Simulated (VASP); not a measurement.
Input:

```yaml
crystal:
  lattice:
    - [0.00000, 2.29281, 2.29281]
    - [2.29281, 0.00000, 2.29281]
    - [2.29281, 2.29281, 0.00000]
  atoms:
    - { symbol: Ga, position: [0.00000, 0.00000, 0.00000] }
    - { symbol: N, position: [0.25000, 0.25000, 0.25000] }
```

Calculation: SCAN meta-GGA, VASP's PBE PAW potentials (set 64) (plane waves; VASP). Run with 520 eV cut-off, 10×10×10 Γ-centred mesh, Gaussian smearing of 0.050 eV, potentials Ga_d N.

Q: Give the stress tensor in GPa (positive for a compressed cell).

A: 
```
-9.91   0.00   0.00
 0.00  -9.91   0.00
 0.00   0.00  -9.91
```
The pressure is its mean diagonal, -9.91 GPa.

The compound is GaN in the zinc blende structure, a metastable form; wurtzite is the usual one. This cell is one point of a volume scan, at 1.06 of the reference volume.
